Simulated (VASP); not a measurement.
Method: TPSS meta-GGA, VASP's PBE PAW potentials (set 64) (plane waves; VASP).

The input files of a VASP run:

POSCAR:
```
C
1.0
  1.2572239353  -2.1775752261   0.0000000000
  1.2572239353   2.1775752261   0.0000000000
  0.0000000000   0.0000000000   8.9402956214
C
4
direct
  0.0000000000   0.0000000000   0.2500000000
  0.0000000000   0.0000000000   0.7500000000
  0.3333330000   0.6666670000   0.2500000000
  0.6666670000   0.3333330000   0.7500000000
```

File KPOINTS:
```
Automatic mesh
0
Gamma
10 10 3
0 0 0
```

**INCAR**
```
ALGO  =  Normal
EDIFF  =  1E-7
EDIFFG  =  -0.01
ENCUT  =  520
IBRION  =  2
ISIF  =  4
ISMEAR  =  0
LASPH  =  .TRUE.
LCHARG  =  .FALSE.
LMIXTAU  =  .TRUE.
LREAL  =  .FALSE.
LWAVE  =  .FALSE.
METAGGA  =  TPSS
NELM  =  100
NSW  =  30
PREC  =  Accurate
SIGMA  =  0.05
SYSTEM  =  C
```

POTCAR, in this order: C (PBE.64 set). Program: vasp_std.

Task: What will the output report for the number of irreducible k-points (NKPTS), largest plane-wave count, number of space-group operations, FFT grid (NGX, NGY, NGZ)?

Result: 
The number of irreducible k-points (NKPTS) is 28 and the largest plane-wave count is 1341. The number of space-group operations is 24 and the FFT grid (NGX, NGY, NGZ) is 20 × 20 × 70.

The compound is C in the graphite structure. This cell is one point of a volume scan, at 1.06 of the reference volume. Symmetry was kept, so distortions that lower it aren't found.
